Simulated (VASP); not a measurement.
Method: PBE GGA, VASP's PBE PAW potentials (set 64) (plane waves; VASP).

The input files of a VASP run:

**INCAR**
```
SYSTEM = TiAl
PREC = Accurate
ENCUT = 400
EDIFF = 1E-7
NELM = 100
ALGO = Normal
LREAL = .FALSE.
LASPH = .TRUE.
ISMEAR = 0
SIGMA = 0.05
GGA = PE
LMAXMIX = 4
LWAVE = .FALSE.
LCHARG = .FALSE.
LORBIT = 11
ICHARG = 11
```

**POSCAR**
```
TiAl
1
    2.8233481746     0.0000000000     0.0000000000
    0.0000000000     2.8233481746     0.0000000000
    0.0000000000    -0.0000000000     4.0598172649
Ti Al
1 1
Direct
  0.0000000000   0.0000000000   0.0000000000
  0.5000000000   0.5000000000   0.5000000000
```

File KPOINTS:
```
k-points along high-symmetry lines
10
Line-mode
Reciprocal
  0.000000   0.000000   0.000000 ! GAMMA
  0.000000   0.500000   0.000000 ! X

  0.000000   0.500000   0.000000 ! X
  0.500000   0.500000   0.000000 ! M

  0.500000   0.500000   0.000000 ! M
  0.000000   0.000000   0.000000 ! GAMMA

  0.000000   0.000000   0.000000 ! GAMMA
  0.000000   0.000000   0.500000 ! Z

  0.000000   0.000000   0.500000 ! Z
  0.000000   0.500000   0.500000 ! R

  0.000000   0.500000   0.500000 ! R
  0.500000   0.500000   0.500000 ! A

  0.500000   0.500000   0.500000 ! A
  0.000000   0.000000   0.500000 ! Z

  0.000000   0.500000   0.000000 ! X
  0.000000   0.500000   0.500000 ! R

  0.500000   0.500000   0.000000 ! M
  0.500000   0.500000   0.500000 ! A
```

POTCAR, in this order: Ti_sv Al (PBE.64 set). Program: vasp_std. Read from the step before: CHGCAR.

The run wrote:

### OSZICAR
```
       N       E                     dE             d eps       ncg     rms          rms(c)
DAV:   1     0.789497469987E+02    0.78950E+02   -0.67733E+03  1997   0.118E+03
DAV:   2    -0.717252898564E+01   -0.86122E+02   -0.83145E+02  2046   0.303E+02
DAV:   3    -0.123693995867E+02   -0.51969E+01   -0.50092E+01  3044   0.730E+01
DAV:   4    -0.125090044372E+02   -0.13960E+00   -0.13790E+00  2435   0.102E+01
DAV:   5    -0.125139981747E+02   -0.49937E-02   -0.49905E-02  2831   0.174E+00
DAV:   6    -0.125140937398E+02   -0.95565E-04   -0.95561E-04  2569   0.196E-01
DAV:   7    -0.125140961761E+02   -0.24363E-05   -0.24369E-05  2869   0.275E-02
DAV:   8    -0.125140962241E+02   -0.48038E-07   -0.46911E-07  2410   0.303E-03
   1 F= -.12514096E+02 E0= -.12511918E+02  d E =-.435744E-02
```

### OUTCAR
```
 val. band max:        8.1055962518   @ k =   0.0000   0.5000   0.0000

 cond. band min:       8.1459624338   @ k =   0.5000   0.5000   0.0000



 k-point     1 :       0.0000    0.0000    0.0000
  band No.  band energies     occupation
      1     -48.2638      2.00000
      2     -24.6739      2.00000
      3     -24.2221      2.00000
      4     -24.2221      2.00000
      5      -0.6912      2.00000
      6       6.4947      2.00000
      7       7.5139      2.00000
      8       8.0133      1.99957
      9      10.5087      0.00000
     10      10.5087      0.00000
     11      11.6597      0.00000

 k-point     2 :       0.0000    0.0556    0.0000
  band No.  band energies     occupation
      1     -48.2622      2.00000
      2     -24.6722      2.00000
      3     -24.2368      2.00000
      4     -24.2208      2.00000
      5      -0.6304      2.00000
      6       6.5445      2.00000
      7       7.5373      2.00000
      8       7.9573      2.00000
      9      10.5190      0.00000
     10      10.5781      0.00000
     11      11.5985      0.00000

 k-point     3 :       0.0000    0.1111    0.0000
  band No.  band energies     occupation
      1     -48.2571      2.00000
      2     -24.6672      2.00000
      3     -24.2791      2.00000
      4     -24.2172      2.00000
      5      -0.4488      2.00000
      6       6.6862      2.00000
      7       7.5960      2.00000
      8       7.8064      2.00000
      9      10.5487      0.00000
     10      10.7739      0.00000
     11      11.4302      0.00000

 k-point     4 :       0.0000    0.1667    0.0000
  band No.  band energies     occupation
      1     -48.2494      2.00000
      2     -24.6596      2.00000
      3     -24.3434      2.00000
      4     -24.2117      2.00000
      5      -0.1495      2.00000
      6       6.8960      2.00000
      7       7.5967      2.00000
      8       7.6469      2.00000
      9      10.5948      0.00000
     10      11.0693      0.00000
...
```

The density is held fixed in this step, so its total energy and stress have no physical meaning.

The compound is TiAl in the L1_0 structure. It was relaxed first. The electron count is odd and the run is not spin-polarised, which forces a metal.
